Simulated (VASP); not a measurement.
# Zr2ZnN2 (P-6m2) in VASP: relaxation of cell and atoms with PBE

Aim: the relaxation of cell and atoms of Zr2ZnN2 with PBE.

Program: VASP 6.6.1. These are calculated values, not measurements. Logs are shortened: lines on timing, memory, paths and dates and some standing lists are left out, and cuts for length are marked.

**1. The structure**

Symmetry: P-6m2, No. 187, hexagonal system. The conventional cell has a = 3.777 Å, b = 3.777 Å, c = 5.656 Å, α = 90.00°, β = 90.00°, γ = 120.00°. Zr (site symmetry 3m) is surrounded by 1 Zr at 1.86 Å and 1 Zn at 1.90 Å. Zn (site symmetry -6m2) is surrounded by 2 Zr at 1.90 Å. N (site symmetry -6m2) is surrounded by 6 Zr at 2.37 Å. N (site symmetry -6m2) has 3 Zn at 2.18 Å as nearest neighbours.

The cell was built by a generator and needn't be a form met in nature.

**2. Relaxation of cell and atoms, PBE**

Contents of INCAR:

```
ALGO = Fast
EDIFF = 1E-4
EDIFFG = -0.08
ENCUT = 520
GGA = PE
IBRION = 2
ISIF = 3
ISMEAR = 0
LASPH = T
LCHARG = F
LREAL = F
LWAVE = F
NELM = 60
NSW = 24
PREC = Normal
SIGMA = 0.15
```

Contents of KPOINTS:

```
k-points
0
Gamma
  4 4 3
```

Contents of POSCAR:

```
Zr2ZnN2
1.0
    3.7768977000      0.0000000000      0.0000000000
   -1.8884488500      3.2708893500      0.0000000000
    0.0000000000      0.0000000000      5.6564986600
Zr Zn N
2 1 2
Direct
    0.0000000000      0.0000000000      0.3351868500
    0.0000000000      0.0000000000      0.6648131500
    0.0000000000      0.0000000000      0.0000000000
    0.3333333300      0.6666666700      0.5000000000
    0.3333333300      0.6666666700      0.0000000000
```

Potentials or basis: VASP PAW PBE potentials, release 64 (Zr_sv, Zn, N).

On the command line:

```sh
$ cat potpaw_PBE.64/Zr_sv/POTCAR potpaw_PBE.64/Zn/POTCAR potpaw_PBE.64/N/POTCAR > POTCAR
$ mpirun -np 1 vasp_std > vasp.out
```

OUTCAR:

```text
EDIFF = 1E-4
   EDIFFG = -0.08
   ENCUT = 520
   GGA = PE
   IBRION = 2
   ISIF = 3
   ISMEAR = 0
   LASPH = T
   LREAL = F
   NELM = 60
   NSW = 24
   PREC = Normal

 ion  position               nearest neighbor table
   1  0.000  0.000  0.335-   2 1.86   3 1.90   4 2.37   4 2.37   4 2.37   2 3.79
   2  0.000  0.000  0.665-   1 1.86   3 1.90   4 2.37   4 2.37   4 2.37   1 3.79
   3  0.000  0.000  0.000-   1 1.90   2 1.90   5 2.18   5 2.18   5 2.18
   4  0.333  0.667  0.500-   1 2.37   2 2.37   1 2.37   2 2.37   1 2.37   2 2.37
   5  0.333  0.667  0.000-   3 2.18   3 2.18   3 2.18

 -----------------------------------------------------------------------------
|                                                                             |
|           W    W    AA    RRRRR   N    N  II  N    N   GGGG   !!!           |
|           W    W   A  A   R    R  NN   N  II  NN   N  G    G  !!!           |
|           W    W  A    A  R    R  N N  N  II  N N  N  G       !!!           |
|           W WW W  AAAAAA  RRRRR   N  N N  II  N  N N  G  GGG   !            |
|           WW  WW  A    A  R   R   N   NN  II  N   NN  G    G                |
|           W    W  A    A  R    R  N    N  II  N    N   GGGG   !!!           |
|                                                                             |
|     The distance between some ions is very small. Please check the          |
|     nearest-neighbor list in the OUTCAR file.                               |
|     I HOPE YOU KNOW WHAT YOU ARE DOING!                                     |
|                                                                             |
 -----------------------------------------------------------------------------

  LATTYP: Found a hexagonal cell.
 ALAT       =     3.7768977000
 C/A-ratio  =     1.4976573657

  Lattice vectors:

 A1 = (   3.7768977000,   0.0000000000,   0.0000000000)
 A2 = (  -1.8884488500,   3.2708893500,   0.0000000000)
 A3 = (   0.0000000000,   0.0000000000,   5.6564986600)

Analysis of symmetry for initial positions (statically):
=====================================================================
 Subroutine PRICEL returns:
 Original cell was already a primitive cell.

 Routine SETGRP: Setting up the symmetry group for a
 hexagonal supercell.

 Subroutine GETGRP returns: Found 12 space group operations
 (whereof 12 operations were pure point group operations)
 out of a pool of 24 trial point group operations.

The static configuration has the point symmetry D_3h.

Analysis of symmetry for dynamics (positions and initial velocities):
=====================================================================
 Subroutine PRICEL returns:
 Original cell was already a primitive cell.

 Routine SETGRP: Setting up the symmetry group for a
 hexagonal supercell.

 Subroutine GETGRP returns: Found 12 space group operations
 (whereof 12 operations were pure point group operations)
 out of a pool of 24 trial point group operations.

The dynamic configuration has the point symmetry D_3h.

 Subroutine INISYM returns: Found 12 space group operations
 (whereof 12 operations are pure point group operations),
 and found     1 'primitive' translations

----------------------------------------------------------------------------------------

                                     Primitive cell

  volume of cell :      69.8793

  direct lattice vectors                    reciprocal lattice vectors
     3.776897700  0.000000000  0.000000000     0.264767563  0.152863624  0.000000000
    -1.888448850  3.270889350  0.000000000     0.000000000  0.305727248  0.000000000
     0.000000000  0.000000000  5.656498660     0.000000000  0.000000000  0.176787808

  length of vectors
     3.776897700  3.776897695  5.656498660     0.305727248  0.305727248  0.176787808

  position of ions in fractional coordinates (direct lattice)
     0.000000000  0.000000000  0.335186850
     0.000000000  0.000000000  0.664813150
     0.000000000  0.000000000  0.000000000
     0.333333330  0.666666670  0.500000000
     0.333333330  0.666666670  0.000000000

  ion indices of the primitive-cell ions
   primitive index   ion index
                 1           1
                 2           2
                 3           3
                 4           4
                 5           5

----------------------------------------------------------------------------------------

 KPOINTS: k-points

Automatic generation of k-mesh.
 Grid dimensions read from file:
[... 23 lines left out ...]
  0.250000  0.000000  0.000000      6.000000
  0.500000  0.000000  0.000000      3.000000
  0.250000  0.250000  0.000000      6.000000
  0.000000  0.000000  0.333333      2.000000
  0.250000  0.000000  0.333333     12.000000
  0.500000  0.000000  0.333333      6.000000
  0.250000  0.250000  0.333333     12.000000
   k-points           NKPTS =      8   k-points in BZ     NKDIM =      8   number of bands    NBANDS=     27
   number of dos      NEDOS =    301   number of ions     NIONS =      5
   total plane-waves  NPLWV =  18432
   dimension x,y,z NGX =    24 NGY =   24 NGZ =   32
   dimension x,y,z NGXF=    48 NGYF=   48 NGZF=   64
   ions per type =               2   1   2
   NGX,Y,Z   is equivalent  to a cutoff of  10.56, 10.56,  9.40 a.u.
   NGXF,Y,Z  is equivalent  to a cutoff of  21.13, 21.13, 18.81 a.u.
 SYSTEM =  unknown system
   PREC   = normal    normal or accurate (medium, high low for compatibility)
   ISTART =      0    job   : 0-new  1-cont  2-samecut
   ICHARG =      2    charge: 1-file 2-atom 10-const
   ISPIN  =      1    spin polarized calculation?
   LNONCOLLINEAR =      F non collinear calculations
   LSORBIT =      F    spin-orbit coupling
   LASPH  =      T    aspherical Exc in radial PAW
   ENCUT  =  520.0 eV  38.22 Ry    6.18 a.u.   7.02  7.02 10.52*2*pi/ulx,y,z
   NELM   =     60;   NELMIN=  2; NELMDL= -5     # of ELM steps
   EDIFF  = 0.1E-03   stopping-criterion for ELM
   LREAL  =      F    real-space projection
   EDIFFG = -.8E-01   stopping-criterion for IOM
   NSW    =     24    number of steps for IOM
   IBRION =      2    ionic relax: 0-MD 1-quasi-New 2-CG
   NFREE  =      1    steps in history (QN), initial steepest desc. (CG)
   ISIF   =      3    stress and relaxation
   ISYM   =      2    0-nonsym 1-usesym 2-fastsym
   POTIM  = 0.5000    time-step for ionic-motion
   TEBEG  =    0.0;   TEEND  =   0.0 temperature during run
   PSTRESS=    0.0 pullay stress
   NELECT =      46.0000    total number of electrons
   NUPDOWN=      -1.0000    fix difference up-down
   EMIN   =  10.00;   EMAX   =-10.00  energy-range for DOS
   EFERMI =   0.00;   METHOD = LEGACY
   ISMEAR =     0;   SIGMA  =   0.15  broadening in eV -4-tet -1-fermi 0-gaus
   EFERMI_NEDOS =   21; number of points for ismear=-14 and -15
   IALGO  =     68    algorithm
   IMIX   =      4    mixing-type and parameters
     AMIX     =   0.40;   BMIX     =  1.00
     AMIX_MAG =   1.60;   BMIX_MAG =  1.00
  volume/ion in A,a.u.               =      13.98        94.31
  Fermi-wavevector in a.u.,A,eV,Ry     =   1.424113  2.691184 27.593955  2.028098
  Thomas-Fermi vector in A             =   2.544639
   LORBIT       =      0    0 simple, 1 ext, 2 COOP (PROOUT), +10 PAW based schemes
   GGA     = PE    functional components
   LHFCALC =     F    Hartree Fock is set to
   AEXX    =    0.0000 exact exchange contribution
   IVDW    =     0    specifies the selected vdW correction
   LEPSILON=     F    determine dielectric tensor
   LRPA    =     F    only Hartree local field effects (RPA)
 conjugate gradient relaxation of ions
 non-spin polarized calculation
 RMM-DIIS sequential band-by-band and
 Gauss-broadening in eV      SIGMA  =   0.15
  energy-cutoff  :      520.00
  volume of cell :       69.88
 maximum number of plane-waves:      1894
   NGX = 13   NGY = 13   NGZ = 21

--------------------------------------- Ionic step        1  -------------------------------------------

 number of electron      45.9999944 magnetization

 Free energy of the ion-electron system (eV)
  ---------------------------------------------------
  ext. energy  EPLUGINS =         0.00000000
  ---------------------------------------------------
  free energy    TOTEN  =       -17.89532178 eV

  energy without entropy =      -17.82980774  energy(sigma->0) =      -17.86256476

------------------------ aborting loop EDIFF was not reached (unconverged)  ----------------------------

  FORCE on cell =-STRESS in cart. coord.  units (eV):
  Direction    XX          YY          ZZ          XY          YZ          ZX
  --------------------------------------------------------------------------------------
  -------------------------------------------------------------------------------------
  Total      -10.0866867    -10.0866867    115.9508318      0.0000000     -0.0000000      0.0000000
  in kB     -231.2652348   -231.2652340   2658.4940195      0.0000000     -0.0000000      0.0000000
  external PRESSURE =     731.9878503 kB  Pullay stress =       0.0000000 kB
[... 26 lines left out ...]
--------------------------------------- Ionic step        2  -------------------------------------------

 number of electron      46.0001379 magnetization

 E-fermi :   2.8394     XC(G=0):  -9.1581

 val. band max:        2.7267500744   @ k =   0.5000   0.0000   0.3333
 cond. band min:       2.9303664818   @ k =   0.2500   0.0000   0.0000
 fundamental gap:      0.2036164073
 Fermi energy:         2.8393837712

 k-point     1 :       0.0000    0.0000    0.0000
  band No.  band energies     occupation
      1     -47.2651      2.00000
      2     -47.2481      2.00000
      3     -25.0904      2.00000
      4     -24.8577      2.00000
      5     -24.8577      2.00000
      6     -24.8490      2.00000
[... 300 lines left out ...]
  FREE ENERGIE OF THE ION-ELECTRON SYSTEM (eV)
  ---------------------------------------------------
  free  energy   TOTEN  =       -28.5981110082 eV

  energy  without entropy=      -28.5343126572  energy(sigma->0) =      -28.56621183

[... ionic steps 4 to 14 ...]

--------------------------------------- Ionic step       15  -------------------------------------------

 number of electron      45.9999725 magnetization

------------------------ aborting loop because EDIFF is reached ----------------------------------------
[... 73 lines left out ...]
--------------------------------------- Ionic step       17  -------------------------------------------

 number of electron      45.9999748 magnetization

 Free energy of the ion-electron system (eV)
  ---------------------------------------------------
  ext. energy  EPLUGINS =         0.00000000
  ---------------------------------------------------
  free energy    TOTEN  =       -34.42726163 eV

  energy without entropy =      -34.38433170  energy(sigma->0) =      -34.40579667

 E-fermi :   7.4859     XC(G=0): -11.3424

 val. band max:        7.4217649035   @ k =   0.2500   0.2500   0.0000
 cond. band min:       7.5398179583   @ k =   0.0000   0.0000   0.3333
 fundamental gap:      0.1180530548
 Fermi energy:         7.4858599204

 k-point     1 :       0.0000    0.0000    0.0000
  band No.  band energies     occupation
      1     -41.6252      2.00000
      2     -41.4696      2.00000
      3     -20.3568      2.00000
      4     -19.3627      2.00000
      5     -19.3627      2.00000
      6     -19.2295      2.00000
[... 261 lines left out ...]
  FREE ENERGIE OF THE ION-ELECTRON SYSTEM (eV)
  ---------------------------------------------------
  free  energy   TOTEN  =       -34.4272616333 eV

  energy  without entropy=      -34.3843317000  energy(sigma->0) =      -34.40579667

 reached required accuracy - stopping structural energy minimisation
```

Run time: 4.8 min. Hardware: 1 thread of Intel Xeon Platinum 8259CL at 2.50GHz (Skylake/Cascade Lake), shared host; peak memory 0.16 GiB.

Results:

| Property | Result |
| --- | --- |
| Free energy | -34.4273 eV |
| Relaxed volume | 14.81 Å³/atom |
| Relaxed cell | a = 3.282 Å, b = 3.282 Å, c = 7.941 Å, α = 90.00°, β = 90.00°, γ = 120.00° |
| Space group after relaxing (to 0.05 Å) | P-6m2 (No. 187) |
| Energy gained by relaxing | 3306.4 meV/atom |
| Ionic steps | 17 |
| Pressure after relaxing | 0.0 GPa |
| Largest force after relaxing | 0.056 eV/Å |
| Band gap on the k mesh | none (metal or under the smearing width) |

Forces in eV/Å, atoms in the order of the input:
```
Zr   0.000  0.000  0.056
Zr   0.000  0.000 -0.056
Zn   0.000  0.000  0.000
N    0.000  0.000  0.000
N    0.000  0.000  0.000
```

The path:
```tsv
step	energy change (eV)	largest force (eV/Å)	pressure (GPa)	volume (Å³)
1	0.0000	7.3207	73.20	69.88
2	3.0464	2.9023	-52.02	120.64
3	-10.7028	11.3140	-19.35	96.00
4	-12.3192	6.0869	-20.98	93.48
5	-12.4726	6.6645	-18.27	91.34
6	-12.4962	6.9268	-16.92	90.39
7	-16.1448	0.6967	1.71	73.29
8	-16.2507	1.1943	-3.93	75.38
9	-16.2519	1.3299	-4.79	75.74
10	-16.4833	0.2724	6.05	71.44
11	-16.4998	0.1004	3.26	72.30
12	-16.5000	0.0403	4.11	72.18
13	-16.5207	0.0841	-0.81	74.58
14	-16.5308	0.0223	0.91	73.68
15	-16.5308	0.0265	0.27	73.77
16	-16.5308	0.0270	0.40	73.72
17	-16.5319	0.0556	-0.01	74.06
```

Final structure:
```
CELL_PARAMETERS angstrom
3.28161 0.00000 0.00000
-1.64081 2.84196 0.00000
0.00000 0.00000 7.94134
ATOMIC_POSITIONS crystal
Zr 0.00000 0.00000 0.32970
Zr 0.00000 0.00000 0.67030
Zn 0.00000 0.00000 0.00000
N 0.33333 0.66667 0.50000
N 0.33333 0.66667 0.00000
```

Caveat: the k mesh is coarse (spacing up to 0.48 Å⁻¹), so the values aren't converged; the relaxation stopped at a loose force limit of 0.08 eV/Å, so its end isn't a converged minimum.
